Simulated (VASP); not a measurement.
A run of VASP 6.6.1:

POSCAR

```
MnS
1.0
    0.0000000000      2.6122498900      2.6122498900
    2.6122498900      0.0000000000      2.6122498900
    5.2244997800      5.2244997800      0.0000000000
Mn S
2 2
Direct
    0.0000000000      0.0000000000      0.0000000000
    0.0000000000      0.0000000000      0.5000000000
    0.5000000000      0.5000000000      0.2500000000
    0.5000000000      0.5000000000      0.7500000000
```

Contents of INCAR.step1:

```
ALGO     = Normal         # electronic algorithm
EDIFF    = 1E-5           # SCF threshold, eV
ENCUT    = 450            # plane-wave cutoff, eV
GGA      = PE             # functional
ISIF     = 2              # what is computed and relaxed
ISMEAR   = 0              # smearing method
ISPIN    = 2              # spin polarisation
LASPH    = True           # aspherical terms in the spheres
LMAXMIX  = 4              # l up to which the mixer works
LORBIT   = 11             # projections on sites
LREAL    = False          # projectors in reciprocal space
LWAVE    = True           # write WAVECAR
MAGMOM   = 4 -4 0 0       # initial moments
NELM     = 150            # most SCF steps
PREC     = Accurate       # precision mode
SIGMA    = 0.05           # smearing width, eV
```

INCAR.step2

```
ALGO     = Normal         # electronic algorithm
EDIFF    = 1E-6           # SCF threshold, eV
ENCUT    = 450            # plane-wave cutoff, eV
GGA      = PE             # functional
HFSCREEN = 0.2            # screening, 1/A
ISIF     = 2              # what is computed and relaxed
ISMEAR   = 0              # smearing method
ISPIN    = 2              # spin polarisation
ISTART   = 1            
LASPH    = True           # aspherical terms in the spheres
LCHARG   = True           # write CHGCAR
LELF     = True           # ELF
LHFCALC  = True           # exact exchange
LMAXMIX  = 4              # l up to which the mixer works
LORBIT   = 11             # projections on sites
LREAL    = False          # projectors in reciprocal space
LVHAR    = True         
LWAVE    = False          # write WAVECAR
MAGMOM   = 4 -4 0 0       # initial moments
NELM     = 150            # most SCF steps
PREC     = Accurate       # precision mode
PRECFOCK = Fast         
SIGMA    = 0.05           # smearing width, eV
```

The input KPOINTS:

```
k-points
0
Gamma
  4 4 3
```

Potentials or basis: VASP PAW PBE potentials, release 64 (Mn_pv, S).

Launch:

```sh
$ cat potpaw_PBE.64/Mn_pv/POTCAR potpaw_PBE.64/S/POTCAR > POTCAR
$ cp INCAR.step1 INCAR
$ mpirun -np 1 vasp_std > vasp.out
$ cp INCAR.step2 INCAR
$ mpirun -np 1 vasp_std > vasp.out
```

Hardware: 1 thread of Intel(R) Xeon(R) Platinum 8488C (Sapphire Rapids), with other jobs on the host.

**Question.** How long does it take, and how much memory?

**Answer.** It took 26 min on 1 thread of Intel(R) Xeon(R) Platinum 8488C (Sapphire Rapids), with other jobs on the host, peak memory 0.34 GiB. Counts: scf iterations 12, k points 14.
